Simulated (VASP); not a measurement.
Set up this calculation in VASP 6.6.1, as the native input.

```yaml
Task: relaxation of cell and atoms
Functional: PBE
Potentials_or_basis: VASP PAW PBE potentials, release 64 (Si, B)
Cutoff: 520 eV
k_mesh: 12 × 12 × 6
Occupations: gaussian, width 0.1 eV
Spin: no spin polarisation
Further_INCAR_settings: ALGO = Normal; EDIFF = 1e-06; IBRION = 2; EDIFFG = -0.01; NSW = 90; ISIF = 3
```

The structure of SiB lies in POSCAR:

```
SiB
1.0
    3.2346185800      0.0000000000      0.0000000000
   -1.6173092900      2.8012618600      0.0000000000
    0.0000000000      0.0000000000      5.7600000000
Si B
2 2
Direct
    0.0000000000      0.0000000000      0.7059027800
    0.0000000000      0.0000000000      0.2940972200
    0.6666666700      0.3333333300      0.8576388900
    0.6666666700      0.3333333300      0.1423611100
```

The cell was built by a generator and needn't be a form met in nature.

These files were run (other wordings do the same):

INCAR

```
SYSTEM = SiB
  PREC = Accurate
  ENCUT = 520
  EDIFF = 1E-6
  ISMEAR = 0
  SIGMA = 0.1
  LREAL = .FALSE.
  LASPH = .TRUE.
  NELM = 120
  ALGO = Normal
  ISIF = 3
  LWAVE = .FALSE.
  LCHARG = .FALSE.
  GGA = PE
  IBRION = 2
  NSW = 90
  EDIFFG = -0.01
  KPAR = 2
```

KPOINTS

```
Automatic mesh
0
G
  12 12 6
  0 0 0
```

Potentials or basis: VASP PAW PBE potentials, release 64 (Si, B).

Command:

```console
$ cat potpaw_PBE.64/Si/POTCAR potpaw_PBE.64/B/POTCAR > POTCAR
$ mpirun -np 2 vasp_std > vasp.out
```

Results of the run:

```
Relaxed volume                         : 12.96 Å³/atom
Relaxed cell                           : a = 3.198 Å, b = 3.198 Å, c = 5.853 Å, α = 90.00°, β = 90.00°, γ = 120.00°
Space group after relaxing (to 0.05 Å) : P-6m2 (No. 187)
Energy gained by relaxing              : 4.2 meV/atom
Ionic steps                            : 6
Pressure after relaxing                : 0.0 GPa
Largest force after relaxing           : 0.004 eV/Å
Band gap on the k mesh                 : none (metal or under the smearing width)
```

It took 24 s on 2 MPI ranks on Intel(R) Xeon(R) Platinum 8559C (Emerald Rapids), on a shared host, peak memory 0.17 GiB a rank.
